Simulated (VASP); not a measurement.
Input:

```
CELL_PARAMETERS angstrom
     -1.68950     1.68950     5.79005
      1.68950    -1.68950     5.79005
      1.68950     1.68950    -5.79005
ATOMIC_POSITIONS crystal
  Nb 0.74988 0.74988 0.00000
  Nb 0.49988 0.99988 0.50000
  P  0.33275 0.33275 0.00000
  P  0.08275 0.58275 0.50000
```

All values below come from LDA (Ceperley-Alder, Perdew-Zunger), VASP's LDA PAW potentials (set 64) (plane waves; VASP). Run with 300 eV cut-off, 9×9×9 Γ-centred mesh, Fermi-Dirac smearing of 0.14 eV, potentials Nb_sv P.

At this cut-off the stress carries a Pulay error, which pulls relaxed volumes low. Energy and stress use the plane-wave basis of the starting cell.

### Question
The ions, cell shape and volume are relaxed. Give the cell that the relaxation ends in.

### Answer

```
CELL_PARAMETERS angstrom
     -1.64984     1.64984     5.61800
      1.64984    -1.64984     5.61800
      1.64984     1.64984    -5.61800
ATOMIC_POSITIONS crystal
  Nb 0.75015 0.75015 0.00000
  Nb 0.50015 0.00015 0.50000
  P  0.33248 0.33248 0.00000
  P  0.08248 0.58248 0.50000
```
Space group I4_1md (109), at a tolerance of 0.03 Å.

### Question
How do energy and volume change from the first to the last step?

### Answer
The energy (σ→0) changes by -59.0 meV/atom and the volume by -7.5 %, in 11 ionic steps.

| step | E(σ→0) (eV) | max force (eV/Å) | pressure (GPa) | volume (Å³) |
|---|---|---|---|---|
| 1 | -38.7971 | 0.000 | -14.16 | 66.11 |
| 2 | -38.1058 | 0.017 | 40.99 | 53.10 |
| 3 | -39.0301 | 0.012 | -0.80 | 61.45 |
| 4 | -39.0307 | 0.012 | -0.14 | 61.26 |
| 5 | -39.0307 | 0.013 | 0.19 | 61.17 |
| 6 | -39.0325 | 0.046 | 0.22 | 61.12 |
| 7 | -39.0326 | 0.053 | 0.23 | 61.11 |
| 8 | -39.0328 | 0.002 | -0.41 | 61.28 |
| 9 | -39.0329 | 0.019 | -0.17 | 61.22 |
| 10 | -39.0330 | 0.014 | 0.09 | 61.14 |
| 11 | -39.0330 | 0.001 | 0.02 | 61.17 |

The structure comes from a computed database's NbP entry; how it stands against other phases isn't given here. This run relaxes it. Symmetry was kept, so distortions that lower it aren't found. The run is one of a series of settings (EDIFFG = -0.01, IBRION = 2, ISIF = 3, NSW = 50 against the base run), some of them coarse on purpose.
